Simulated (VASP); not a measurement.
The input files of a VASP run:

**INCAR**
```
ALGO = Normal
EDIFF = 1E-7
EDIFFG = -0.01
ENCUT = 520
IBRION = 2
ISIF = 4
ISMEAR = 1
LASPH = .TRUE.
LCHARG = .FALSE.
LREAL = .FALSE.
LWAVE = .FALSE.
NELM = 100
NSW = 30
PREC = Accurate
SIGMA = 0.1
SYSTEM = Mg
```

POSCAR:
```
Mg
1.0
  1.5398839058  -2.6671575794   0.0000000000
  1.5398839058   2.6671575794   0.0000000000
  0.0000000000   0.0000000000   4.9030979493
Mg
2
direct
  0.3333330000   0.6666670000   0.2500000000
  0.6666670000   0.3333330000   0.7500000000
```

File KPOINTS:
```
kpoints
0
Gamma
  13 13 7
```

POTCAR, in this order: Mg (LDA.64 set). Program: vasp_std.

Task: Write an equivalent input for Quantum ESPRESSO's pw.x.

Result: One equivalent input (not run):
```
&CONTROL
  calculation = 'vc-relax'
  pseudo_dir = './pseudo'
  outdir = './out'
  tprnfor = .true.
  tstress = .true.
  nstep = 30
  forc_conv_thr = 0.00039
/
&SYSTEM
  ibrav = 0
  nat = 2
  ntyp = 1
  ecutwfc = 84
  occupations = 'smearing'
  smearing = 'methfessel-paxton'
  degauss = 0.00735
  input_dft = 'pz'
/
&ELECTRONS
  conv_thr = 7.3e-09
  electron_maxstep = 100
/
&IONS
/
&CELL
  cell_dofree = 'shape'
/
ATOMIC_SPECIES
  Mg 24.305 Mg.upf
CELL_PARAMETERS angstrom
     1.5398839   -2.6671576    0.0000000
     1.5398839    2.6671576    0.0000000
     0.0000000    0.0000000    4.9030979
ATOMIC_POSITIONS crystal
  Mg   0.3333330  0.6666670  0.2500000
  Mg   0.6666670  0.3333330  0.7500000
K_POINTS automatic
  13 13 7 0 0 0
```
Limits of the translation: the potentials are each code's own (VASP's PAW set, PseudoDojo norm-conserving files in pw.x), so ENCUT and ecutwfc are chosen apart and not converted; conv_thr bounds pw.x's estimated SCF error, while EDIFF bounds the energy change between steps; forc_conv_thr acts on force components and is met together with etot_conv_thr.

The compound is Mg in the hcp structure. This cell is one point of a volume scan, at 0.94 of the reference volume. Symmetry was kept, so distortions that lower it aren't found.
